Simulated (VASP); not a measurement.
OSZICAR of a VASP run on LiCl (rock salt):

File OSZICAR:
```
       N       E                     dE             d eps       ncg     rms          rms(c)
DAV:   1     0.330058008008E+02    0.33006E+02   -0.35863E+03  3024   0.348E+02
DAV:   2    -0.127376421742E+02   -0.45743E+02   -0.43313E+02  3919   0.932E+01
DAV:   3    -0.145551642557E+02   -0.18175E+01   -0.18031E+01  3839   0.166E+01
DAV:   4    -0.145752710335E+02   -0.20107E-01   -0.20094E-01  3706   0.168E+00
DAV:   5    -0.145754239249E+02   -0.15289E-03   -0.15289E-03  3724   0.144E-01    0.261E+00
DAV:   6    -0.124934582421E+02    0.20820E+01   -0.41965E-01  3376   0.260E+00    0.276E+00
DAV:   7    -0.125722483979E+02   -0.78790E-01   -0.20816E-01  3314   0.200E+00    0.252E-01
DAV:   8    -0.126551754965E+02   -0.82927E-01   -0.15604E-01  3253   0.192E+00    0.999E-01
DAV:   9    -0.124818023241E+02    0.17337E+00   -0.30754E-02  3351   0.953E-01    0.902E-01
DAV:  10    -0.125335738810E+02   -0.51772E-01   -0.13032E-02  3519   0.626E-01    0.141E-01
DAV:  11    -0.125876259221E+02   -0.54052E-01   -0.17701E-02  3297   0.761E-01    0.455E-02
DAV:  12    -0.125852838128E+02    0.23421E-02   -0.15608E-03  3674   0.210E-01    0.119E-01
DAV:  13    -0.125877001833E+02   -0.24164E-02   -0.20815E-03  3129   0.247E-01    0.242E-02
DAV:  14    -0.125884990950E+02   -0.79891E-03   -0.22737E-04  3192   0.814E-02    0.726E-03
DAV:  15    -0.125885280440E+02   -0.28949E-04   -0.44283E-05  3403   0.376E-02    0.520E-03
DAV:  16    -0.125884854552E+02    0.42589E-04   -0.28904E-06  3776   0.889E-03    0.687E-03
DAV:  17    -0.125885082932E+02   -0.22838E-04   -0.40847E-06  3273   0.112E-02    0.542E-03
DAV:  18    -0.125884998556E+02    0.84376E-05   -0.18201E-06  3204   0.778E-03    0.266E-03
DAV:  19    -0.125885073373E+02   -0.74817E-05   -0.13989E-07  3754   0.211E-03    0.779E-04
DAV:  20    -0.125885061580E+02    0.11794E-05   -0.13011E-08  3556   0.601E-04    0.636E-04
DAV:  21    -0.125885052202E+02    0.93781E-06   -0.31693E-09  1927   0.302E-04    0.295E-04
DAV:  22    -0.125885054409E+02   -0.22077E-06   -0.23396E-09  1761   0.209E-04    0.101E-04
DAV:  23    -0.125885056188E+02   -0.17786E-06   -0.63959E-10  1710   0.140E-04    0.289E-05
DAV:  24    -0.125885056734E+02   -0.54611E-07   -0.71505E-11  1683   0.406E-05
   1 F= -.12588506E+02 E0= -.12588506E+02  d E =-.639668E-49
 imaginary and real dielectric function
```

Question: Which electronic solver shows in the log?

Answer: It is blocked Davidson (ALGO = Normal, or the opening steps of other solvers). The INCAR had ALGO = Normal.

Question: Can the final energy be trusted as converged?

Answer: The calculation finished and met its thresholds. It stopped with EDIFF = 1E-7, NELM = 100 (r2SCAN meta-GGA, plane waves, VASP's PBE PAW potentials (set 64)).

The compound is LiCl in the rock salt structure. It was relaxed first.
